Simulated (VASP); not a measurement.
These are PBE GGA, VASP's PBE PAW potentials (set 64) (plane waves; VASP 6.6.1) values and carry that method's errors.

The input files of a VASP run:

### INCAR
```
SYSTEM = BSi63
PREC = Normal
ENCUT = 400
EDIFF = 1E-5
NELM = 100
ALGO = Fast
LREAL = Auto
LASPH = .TRUE.
ISMEAR = 0
SIGMA = 0.05
GGA = PE
LWAVE = .FALSE.
LCHARG = .FALSE.
NELMIN = 4
ISYM = 0
NELECT = 253.0
ISPIN = 2
NUPDOWN = 1
MAGMOM = 64*0.0156
LORBIT = 10
IBRION = 2
ISIF = 2
NSW = 60
EDIFFG = -0.03
```

POSCAR:
```
BSi63
1.0
 10.9370747004   0.0000000000   0.0000000000
  0.0000000000  10.9370747004   0.0000000000
  0.0000000000   0.0000000000  10.9370747004
Si B
63 1
Cart
  5.4685373502   0.0000000000   0.0000000000
  6.8356716878   1.3671343376   1.3671343376
  8.2028060253   2.7342686751   0.0000000000
  9.5699403628   4.1014030126   1.3671343376
  8.2028060253   0.0000000000   2.7342686751
  9.5699403628   1.3671343376   4.1014030126
  0.0000000000   0.0000000000   0.0000000000
  1.3671343376   1.3671343376   1.3671343376
  2.7342686751   2.7342686751   0.0000000000
  4.1014030126   4.1014030126   1.3671343376
  5.4685373502   5.4685373502   0.0000000000
  6.8356716878   6.8356716878   1.3671343376
  8.2028060253   8.2028060253   0.0000000000
  9.5699403628   9.5699403628   1.3671343376
  2.7342686751   0.0000000000   2.7342686751
  4.1014030126   1.3671343376   4.1014030126
  5.4685373502   2.7342686751   2.7342686751
  6.7871657615   4.0651137988   4.1160368186
  8.2028060253   5.4685373502   2.7342686751
  9.5699403628   6.8356716878   4.1014030126
  5.4685373502   0.0000000000   5.4685373502
  6.8356716878   1.3671343376   6.8356716878
  8.2028060253   2.7342686751   5.4685373502
  9.5699403628   4.1014030126   6.8356716878
  8.2028060253   0.0000000000   8.2028060253
  9.5699403628   1.3671343376   9.5699403628
  0.0000000000   5.4685373502   0.0000000000
  1.3671343376   6.8356716878   1.3671343376
  2.7342686751   8.2028060253   0.0000000000
  4.1014030126   9.5699403628   1.3671343376
  0.0000000000   2.7342686751   2.7342686751
  1.3671343376   4.1014030126   4.1014030126
  2.7342686751   5.4685373502   2.7342686751
  4.0546142071   6.8052994313   4.0775273786
  5.4685373502   8.2028060253   2.7342686751
  6.8356716878   9.5699403628   4.1014030126
  0.0000000000   0.0000000000   5.4685373502
  1.3671343376   1.3671343376   6.8356716878
  2.7342686751   2.7342686751   5.4685373502
  4.1371016245   4.0521205540   6.7978731576
  6.8644361942   6.8056603548   6.8298531640
  8.2028060253   8.2028060253   5.4685373502
  9.5699403628   9.5699403628   6.8356716878
  2.7342686751   0.0000000000   8.2028060253
  4.1014030126   1.3671343376   9.5699403628
  5.4685373502   2.7342686751   8.2028060253
  6.8356716878   4.1014030126   9.5699403628
  8.2028060253   5.4685373502   8.2028060253
  9.5699403628   6.8356716878   9.5699403628
  0.0000000000   8.2028060253   2.7342686751
  1.3671343376   9.5699403628   4.1014030126
  0.0000000000   5.4685373502   5.4685373502
  1.3671343376   6.8356716878   6.8356716878
  2.7342686751   8.2028060253   5.4685373502
  4.1014030126   9.5699403628   6.8356716878
  0.0000000000   2.7342686751   8.2028060253
  1.3671343376   4.1014030126   9.5699403628
  2.7342686751   5.4685373502   8.2028060253
  4.1014030126   6.8356716878   9.5699403628
  5.4685373502   8.2028060253   8.2028060253
  6.8356716878   9.5699403628   9.5699403628
  0.0000000000   8.2028060253   8.2028060253
  1.3671343376   9.5699403628   9.5699403628
  5.4474834814   5.4725512566   5.4296888609
```

### KPOINTS
```
Automatic mesh
0
Gamma
1 1 1
0 0 0
```

POTCAR, in this order: Si B (PBE.64 set). Program: vasp_gam.

Question: What will the output report for the number of irreducible k-points (NKPTS), largest plane-wave count, FFT grid (NGX, NGY, NGZ)?

Answer: 
| Item | Result |
|---|---|
| number of irreducible k-points (NKPTS) | 1 |
| largest plane-wave count | 11924 |
| FFT grid (NGX, NGY, NGZ) | 54 × 54 × 54 |

The cell is a supercell with a defect, built from Si (diamond): B_Si, charge +2.
